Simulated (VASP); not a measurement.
MgC2:

```
CELL_PARAMETERS angstrom
4.13999 0.00000 0.00000
-2.06999 3.58534 0.00000
0.00000 0.00000 2.88691
ATOMIC_POSITIONS crystal
Mg 0.00000 0.00000 0.00000
C 0.66667 0.33333 0.51825
C 0.33333 0.66667 0.48175
```

The cell was built by a generator and needn't be a form met in nature.

```yaml
Program: VASP 6.6.1
Task: relaxation of cell and atoms
Functional: PBE
Potentials_or_basis: VASP PAW PBE potentials, release 64 (Mg, C)
Cutoff: 600 eV
k_mesh: 8 × 8 × 9
Occupations: gaussian, width 0.05 eV
Spin: no spin polarisation
```

At the start: pressure -22.9 GPa; volume 14.28 Å³/atom.

Task: Where does the relaxation end?

Result: Over 30 steps the energy falls by 2018.5 meV/atom and the volume is 8.28 Å³/atom (-42.0 %); space group P-3m1 (No. 164, to 0.05 Å).

Step by step:
```tsv
step	energy change (eV)	largest force (eV/Å)	pressure (GPa)	volume (Å³)
1	0.0000	0.1656	-22.86	42.85
2	-1.8418	0.3143	-11.01	31.30
3	-2.3025	0.4043	-2.19	27.33
4	-2.2712	0.3945	50.36	20.31
5	-2.5099	0.4427	11.29	24.39
6	-3.7042	0.1315	21.09	21.85
7	-3.8092	0.4464	59.77	19.82
8	-4.8923	1.3126	40.80	21.81
9	-5.3460	0.5452	25.41	26.55
10	-5.6466	0.7077	27.71	24.72
11	-5.8585	0.5742	-3.99	27.29
12	-5.8705	0.5804	1.30	26.75
13	-5.8905	0.4253	0.14	26.94
14	-5.9011	0.1887	-1.44	27.20
15	-5.9095	0.2325	-1.53	27.07
16	-5.9414	0.0436	-1.84	26.68
17	-5.9595	0.7975	-2.09	25.90
18	-5.9618	0.4264	-2.05	26.18
19	-5.9650	0.4372	-2.06	26.14
20	-5.9743	0.4746	-2.07	26.00
21	-5.9910	0.5828	-1.95	25.73
22	-6.0078	0.9716	-1.00	25.19
23	-6.0267	0.7841	-0.72	25.08
24	-6.0527	0.3017	0.16	24.79
25	-6.0537	0.1953	0.40	24.72
26	-6.0544	0.1536	0.27	24.75
27	-6.0555	0.0335	-0.09	24.83
28	-6.0555	0.0042	-0.17	24.86
29	-6.0555	0.0006	-0.18	24.86
30	-6.0555	0.0009	-0.07	24.85
```

Final structure:
```yaml
crystal:
  lattice:
    - [2.65172, 0.00000, 0.00000]
    - [-1.32586, 2.29645, 0.00000]
    - [0.00000, 0.00000, 4.08048]
  atoms:
    - { symbol: Mg, position: [0.00000, 0.00000, 0.00000] }
    - { symbol: C, position: [0.66667, 0.33333, 0.43907] }
    - { symbol: C, position: [0.33333, 0.66667, 0.56093] }
```

Caveat: the volume moved by over 15 % at a fixed basis, so the end points are rough.
